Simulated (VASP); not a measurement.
```
Ti
1.0
    1.50450    -2.60587     0.00000
    1.50450     2.60587     0.00000
    0.00000     0.00000     4.77360
Ti
2
Cartesian
  1.50450   0.86863   1.19340
  1.50450  -0.86863   3.58020
```

Level of theory: PBE GGA, VASP's PBE PAW potentials (set 64) (plane waves; VASP). Run with 400 eV cut-off, 12×12×6 Γ-centred mesh, first-order Methfessel-Paxton smearing of 0.10 eV, potentials Ti_sv.

Question: Give the stress tensor in GPa (positive for a compressed cell).

Answer: 
```
-8.03   0.00   0.00
 0.00  -8.03   0.00
 0.00   0.00  -7.90
```
The pressure is its mean diagonal, -7.99 GPa.

The compound is Ti in the hcp structure. The cell was not relaxed at this level. The run is one of a series of settings (KPOINTS 12×12×6 Γ-centred mesh against the base run), some of them coarse on purpose.
